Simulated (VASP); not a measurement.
A VASP calculation is set up with these files.

INCAR:
```
SYSTEM = Na
PREC = Accurate
ENCUT = 480
EDIFF = 1E-6
NELM = 100
ALGO = Normal
LREAL = .FALSE.
LASPH = .TRUE.
ISMEAR = 1
SIGMA = 0.1
GGA = PS
LWAVE = .FALSE.
LCHARG = .FALSE.
IBRION = 2
ISIF = 3
NSW = 60
EDIFFG = -0.01
```

### POSCAR
```
Na
1
   -2.0827851530     2.0827851530     2.0827851530
    2.0827851530    -2.0827851530     2.0827851530
    2.0827851530     2.0827851530    -2.0827851530
Na
1
Direct
  0.0000000000   0.0000000000   0.0000000000
```

File KPOINTS:
```
kpoints
0
gamma
  11 11 11
0 0 0
```

POTCAR, in this order: Na_pv (PBE.64 set). Program: vasp_std.

Problem. Translate this PBEsol calculation to Quantum ESPRESSO's pw.x.

Solution. One equivalent input (not run):
```
&CONTROL
  calculation = 'vc-relax'
  pseudo_dir = './pseudo'
  outdir = './out'
  tprnfor = .true.
  tstress = .true.
  nstep = 60
  forc_conv_thr = 0.00039
/
&SYSTEM
  ibrav = 0
  nat = 1
  ntyp = 1
  ecutwfc = 88
  occupations = 'smearing'
  smearing = 'methfessel-paxton'
  degauss = 0.00735
  input_dft = 'pbesol'
/
&ELECTRONS
  conv_thr = 7.3e-08
  electron_maxstep = 100
/
&IONS
/
&CELL
/
ATOMIC_SPECIES
  Na 22.990 Na.upf
CELL_PARAMETERS angstrom
    -2.0827852    2.0827852    2.0827852
     2.0827852   -2.0827852    2.0827852
     2.0827852    2.0827852   -2.0827852
ATOMIC_POSITIONS crystal
  Na   0.0000000  0.0000000  0.0000000
K_POINTS automatic
  11 11 11 0 0 0
```
What does not carry over: the potentials are each code's own (VASP's PAW set, PseudoDojo norm-conserving files in pw.x), so ENCUT and ecutwfc are chosen apart and not converted; conv_thr bounds pw.x's estimated SCF error, while EDIFF bounds the energy change between steps; forc_conv_thr acts on force components and is met together with etot_conv_thr.

The compound is Na in the bcc structure. It was relaxed first, which changed the volume by -7 %. The start is the result of an earlier pass.
